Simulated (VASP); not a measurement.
The system is Nb.

```xyz
1
Lattice="-1.6550 1.6550 1.6550 1.6550 -1.6550 1.6550 1.6550 1.6550 -1.6550" Properties=species:S:1:pos:R:3 pbc="T T T"
Nb    0.0000    0.0000    0.0000
```

The cell was built by a generator and needn't be a form met in nature.

Base run:

* Program: VASP 6.6.1
* Functional: PBE
* Potentials or basis: VASP PAW PBE potentials, release 64 (Nb_sv)
* Cutoff: 520 eV
* k mesh: 14 × 14 × 14
* Occupations: methfessel-paxton, width 0.1 eV
* Spin: no spin polarisation

Its results: band gap on the k mesh none (metal or under the smearing width); pressure -0.1 GPa.

Problem. The run is repeated on the same cell with these changes: functional from PBE to PBEsol; k mesh from 14 × 14 × 14 to 22 × 22 × 22. What comes out?

Solution. Band gap on the k mesh none (metal or under the smearing width); pressure -6.2 GPa.

Several settings changed at once, so the effect can't be laid on one alone.

Caveats: the PAW data sets were made with another functional, which shifts forces and pressure a little (some runs).
